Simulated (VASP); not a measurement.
```yaml
crystal:
  lattice:
    - [4.05693, 0.00000, 0.00000]
    - [0.00000, 4.05693, 0.00000]
    - [0.00000, 0.00000, 4.05693]
  atoms:
    - { symbol: Rb, position: [0.00000, 0.00000, 0.00000] }
    - { symbol: Mg, position: [0.50000, 0.50000, 0.50000] }
    - { symbol: F, position: [0.00000, 0.50000, 0.50000] }
    - { symbol: F, position: [0.50000, 0.00000, 0.50000] }
    - { symbol: F, position: [0.50000, 0.50000, 0.00000] }
```

Calculation: PBEsol GGA, VASP's PBE PAW potentials (set 64) (plane waves; VASP). Settings: 520 eV cut-off, Gaussian smearing of 0.050 eV, potentials Rb_sv Mg F.

Give the energies of bands 6 to 19 at the high-symmetry points, in eV from the valence-band maximum.

```tsv
band	Γ	X	M	R
6	-6.22	-6.03	-6.37	-6.65
7	-6.22	-6.03	-5.89	-6.65
8	-2.13	-2.22	-3.02	-3.78
9	-2.13	-2.22	-1.99	-1.07
10	-2.13	-2.08	-1.83	-1.07
11	-0.60	-1.31	-1.08	-1.02
12	-0.60	-0.86	-1.01	-1.02
13	-0.60	-0.66	-1.01	-1.02
14	-0.17	-0.66	-0.56	0.00
15	-0.17	-0.52	-0.56	0.00
16	-0.17	-0.52	-0.02	0.00
17	7.14	9.97	10.45	9.99
18	9.65	10.37	11.58	9.99
19	9.65	10.83	12.82	9.99
```

The gap is indirect, 7.14 eV, from the valence maximum at R to the conduction minimum at Γ.

The structure comes from a computed database's RbMgF3 entry (Pm-3m); how it stands against other phases isn't given here. The cell was not relaxed at this level.
